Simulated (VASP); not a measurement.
All values below come from PBE GGA, VASP's PBE PAW potentials (set 64) (plane waves; VASP).

VASP ran on this input.

File POSCAR:
```
Sb
1.0
  3.9573420000  -2.1550000000   0.0000000000
  3.9573420000   2.1550000000   0.0000000000
  2.7838200000   0.0000000000   3.5432930000
Sb
2
Cartesian
  2.4981006840   0.0000000000   0.8273589155
  8.2004033160  -0.0000000000   2.7159340845
```

**INCAR**
```
ALGO=Normal
EDIFF=1E-6
ENCUT=400
GGA=PE
ISIF=2
ISMEAR=1
LASPH=.TRUE.
LCHARG=.FALSE.
LMAXMIX=4
LREAL=.FALSE.
LWAVE=.FALSE.
NELM=100
PREC=Accurate
SIGMA=0.1
SYSTEM=Sb
```

**KPOINTS**
```
Automatic mesh
0
Gamma
9 9 9
0 0 0
```

POTCAR, in this order: Sb (PBE.64 set). Program: vasp_std.

What VASP printed:

OSZICAR:
```
       N       E                     dE             d eps       ncg     rms          rms(c)
DAV:   1     0.308661466417E+02    0.30866E+02   -0.32241E+03  1530   0.709E+02
DAV:   2    -0.699818827354E+01   -0.37864E+02   -0.36983E+02  2183   0.114E+02
DAV:   3    -0.824805586790E+01   -0.12499E+01   -0.12281E+01  1854   0.252E+01
DAV:   4    -0.825775263968E+01   -0.96968E-02   -0.96953E-02  1877   0.263E+00
DAV:   5    -0.825783944326E+01   -0.86804E-04   -0.86802E-04  1766   0.246E-01    0.303E+00
DAV:   6    -0.825633469778E+01    0.15047E-02   -0.26533E-03  1739   0.435E-01    0.184E+00
DAV:   7    -0.825570642659E+01    0.62827E-03   -0.64523E-03  1587   0.674E-01    0.784E-02
DAV:   8    -0.825581702178E+01   -0.11060E-03   -0.20358E-04  1694   0.110E-01    0.238E-02
DAV:   9    -0.825584762943E+01   -0.30608E-04   -0.47583E-05  1640   0.525E-02    0.637E-03
DAV:  10    -0.825584815808E+01   -0.52865E-06   -0.48298E-06  1859   0.144E-02
   1 F= -.82558482E+01 E0= -.82557801E+01  d E =-.204041E-03
```

File OUTCAR:
```
------------------------ aborting loop because EDIFF is reached ----------------------------------------
  FORCE on cell =-STRESS in cart. coord.  units (eV):
  Direction    XX          YY          ZZ          XY          YZ          ZX
  --------------------------------------------------------------------------------------
  Total        0.9456906      1.1203029      1.1011498      0.0000000      0.0000000     -0.0578310
  in kB       25.0710034     29.7001142     29.1923517      0.0000000      0.0000000     -1.5331453
  external PRESSURE =      27.9878231 kB  Pullay stress =       0.0000000 kB
  volume of cell :       60.43
      direct lattice vectors                 reciprocal lattice vectors
     3.957342000 -2.155000000  0.000000000     0.126347432 -0.232018561 -0.099265996
     3.957342000  2.155000000  0.000000000     0.126347432  0.232018561 -0.099265996
     2.783820000  0.000000000  3.543293000     0.000000000  0.000000000  0.282223344
 POSITION                                       TOTAL-FORCE (eV/Angst)
 -----------------------------------------------------------------------------------
      2.49810      0.00000      0.82736         0.205008      0.000000      0.067898
      8.20040      0.00000      2.71593        -0.205008      0.000000     -0.067898
 -----------------------------------------------------------------------------------
    total drift:                               -0.000000      0.000000     -0.000000
  FREE ENERGIE OF THE ION-ELECTRON SYSTEM (eV)
  ---------------------------------------------------
  free  energy   TOTEN  =        -8.2558481581 eV

  energy  without entropy=       -8.2556441175  energy(sigma->0) =       -8.25578014
```
(Selected blocks of OUTCAR.)

The compound is Sb in the a7 structure. The cell was not relaxed at this level.
